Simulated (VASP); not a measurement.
A convergence study with VASP on Bi (a7): one setting is varied, all else stays as given below, so the limit is that of these other settings.

```yaml
crystal:
  lattice:
    - [4.16582, -2.27500, 0.00000]
    - [4.16582, 2.27500, 0.00000]
    - [2.92342, 0.00000, 3.73943]
  atoms:
    - { symbol: Bi, position: [0.23400, 0.23400, 0.23400] }
    - { symbol: Bi, position: [0.76600, 0.76600, 0.76600] }
```

These are PBE GGA, VASP's PBE PAW potentials (set 64) (plane waves; VASP) values and carry that method's errors. The tightest run used: 550 eV cut-off, 19×19×19 Γ-centred mesh, first-order Methfessel-Paxton smearing of 0.10 eV, potentials Bi_d.

The reference is 19×19×19 mesh, which took about 8 core-minutes. The timings are rough (shared machines, no repeats); factors under 2 mean little.

### Question
Of the settings 1×1×1 mesh; 2×2×2 mesh; 3×3×3 mesh; 4×4×4 mesh; 5×5×5 mesh; 6×6×6 mesh; 7×7×7 mesh; 8×8×8 mesh; 9×9×9 mesh; 10×10×10 mesh; 11×11×11 mesh; 12×12×12 mesh; 13×13×13 mesh; 14×14×14 mesh; 15×15×15 mesh; 16×16×16 mesh; 17×17×17 mesh; 18×18×18 mesh; 19×19×19 mesh, which is the lowest that keeps the difference from the reference in the stress, largest component (GPa) within 0.2 from there on, and what does it cost?

### Answer
8×8×8 mesh; its cost over the reference is about 1/10.
| setting | difference in the stress, largest component (GPa) | cost over the reference |
|---|---|---|
| 1×1×1 mesh | 25.58 | about 1/100 |
| 2×2×2 mesh | 6.46 | about 1/70 |
| 3×3×3 mesh | 1.47 | about 1/70 |
| 4×4×4 mesh | 0.60 | about 1/40 |
| 5×5×5 mesh | 0.74 | about 1/30 |
| 6×6×6 mesh | 0.10 | about 1/20 |
| 7×7×7 mesh | 0.33 | about 1/10 |
| 8×8×8 mesh | 0.15 | about 1/10 |
| 9×9×9 mesh | 0.14 | about 1/8 |
| 10×10×10 mesh | 0.12 | about 1/6 |
| 11×11×11 mesh | 0.06 | about 1/4 |
| 12×12×12 mesh | 0.05 | about 1/3 |
| 13×13×13 mesh | 0.04 | about 1/3 |
| 14×14×14 mesh | 0.02 | about 1/2 |
| 15×15×15 mesh | 0.03 | within a factor of 2 |
| 16×16×16 mesh | 0.01 | within a factor of 2 |
| 17×17×17 mesh | 0.01 | within a factor of 2 |
| 18×18×18 mesh | 0.01 | within a factor of 2 |
| 19×19×19 mesh | 0.00 | reference |

Left out are rungs that failed or repeat a setting and relaxations that didn't move; long series are thinned to 24 rows.

The compound is Bi in the a7 structure. The cell was not relaxed at this level, forces remain on its atoms.
